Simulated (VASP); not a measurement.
Given:

```
ZrB2
1.0
    1.57737    -2.73208     0.00000
    1.57737     2.73208     0.00000
    0.00000     0.00000     3.51197
Zr B
1 2
Direct
  0.00000   0.00000   0.00000
  0.33333   0.66667   0.50000
  0.66667   0.33333   0.50000
```

The numbers are results of PBEsol GGA, VASP's PBE PAW potentials (set 64) (plane waves; VASP 6.6.1), not measurements. Run with 600 eV cut-off, 10×10×8 Γ-centred mesh, first-order Methfessel-Paxton smearing of 0.10 eV, potentials Zr_sv B.

Energy and stress use the plane-wave basis of the starting cell.

Problem. The ions, cell shape and volume at an external pressure of 30.0 GPa are relaxed. What does this cell relax into?

Solution. 
```
ZrB2
1.0
    1.52840    -2.64727     0.00000
    1.52840     2.64727     0.00000
    0.00000     0.00000     3.38857
Zr B
1 2
Direct
  0.00000   0.00000   0.00000
  0.33333   0.66667   0.50000
  0.66667   0.33333   0.50000
```
Space group P6/mmm (191), at a tolerance of 0.03 Å.

Problem. How do energy and volume change from the first to the last step?

Solution. The energy (σ→0) changes by +82.0 meV/atom and the volume by -9.4 %, in 9 ionic steps.

```
step  E(σ→0) (eV)  max force (eV/Å)  pressure (GPa)  volume (Å³)
----  -----------  ----------------  --------------  -----------
1        -26.4003             0.000            0.02        30.27
2        -24.0719             0.000          124.73        22.73
3        -26.1845             0.000           27.83        27.59
4        -26.1594             0.000           29.65        27.45
5        -26.1492             0.000           30.36        27.40
6        -26.1486             0.000           30.40        27.39
7        -26.1486             0.000           30.40        27.39
8        -26.1631             0.000           29.37        27.47
9        -26.1542             0.000           30.01        27.42
```

The compound is ZrB2 in the AlB2 type structure. This run relaxes it under an external pressure of 30 GPa. Symmetry was kept, so distortions that lower it aren't found.
